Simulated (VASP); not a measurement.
Here is a VASP 6.6.1 calculation.

Contents of INCAR:

```
SYSTEM = InSb
PREC = Accurate
ENCUT = 520
EDIFF = 1E-7
ISMEAR = 0
SIGMA = 0.02
LREAL = .False.
LASPH = .True.
NELM = 60
ALGO = Normal
ISIF = 3
LWAVE = .False.
LCHARG = .False.
GGA = PE
IBRION = 2
NSW = 80
EDIFFG = -0.002
```

The input KPOINTS:

```
Automatic mesh
0
Gamma
  8 8 8
  0 0 0
```

POSCAR

```
InSb                                    
1.0
   -0.0000000000      3.3171152271      3.3171152271
    3.3171152271      0.0000000000      3.3171152271
    3.3171152271      3.3171152271      0.0000000000
  In              Sb            
     1     1
Direct
     0.0000000000000000    0.0000000000000000    0.0000000000000000
     0.2500000000000000    0.2500000000000000    0.2500000000000000
```

Potentials or basis: VASP PAW PBE potentials, release 64 (In_d, Sb).

The run is started by

```bash
$ cat potpaw_PBE.64/In_d/POTCAR potpaw_PBE.64/Sb/POTCAR > POTCAR
$ mpirun -np 1 vasp_std > vasp.out
```

(1) Estimate the band gap on the k mesh.

Results:

(1) none (metal or under the smearing width).

Caveat: the relaxation stopped at its first step, so nothing moved; this crystal is a semiconductor, whose small gap the functional closes, so the metal is an error of the method.
